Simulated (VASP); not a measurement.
The system is TcSe2.

```
Tc Se
1.0
     0.00000    3.14575    3.14575
     3.14575    0.00000    3.14575
     3.14575    3.14575    0.00000
Tc Se
1 2
Cartesian
  0.0000 0.0000 0.0000
  1.5729 1.5729 1.5729
  4.7186 4.7186 4.7186
```

The cell comes from a database or a generator and needn't be the stable form of this composition.

Base run:

- Program: VASP 6.6.1
- Functional: PBE
- Potentials or basis: VASP PAW PBE potentials, release 64 (Tc_pv, Se)
- Cutoff: 520 eV
- k mesh: 5 × 5 × 5
- Occupations: gaussian, width 0.05 eV
- Spin: collinear spin, ferromagnetic start
- Starting moments: [0.5, 0.0, 0.0] μB
- Hubbard terms: Tc d U = 8 eV

Its results: band gap on the k mesh none (metal or under the smearing width); pressure 16.5 GPa.

Q: The run is repeated on the same cell with these changes: spin from collinear spin, ferromagnetic start to no spin polarisation; further incar settings from ALGO = Fast; EDIFF = 1e-06; NBANDS = 24 to ALGO = Fast; EDIFF = 1e-07. What comes out?

A: Band gap on the k mesh none (metal or under the smearing width); pressure 0.0 GPa.

Caveats: U without spin polarisation on a metal has little footing (some runs).
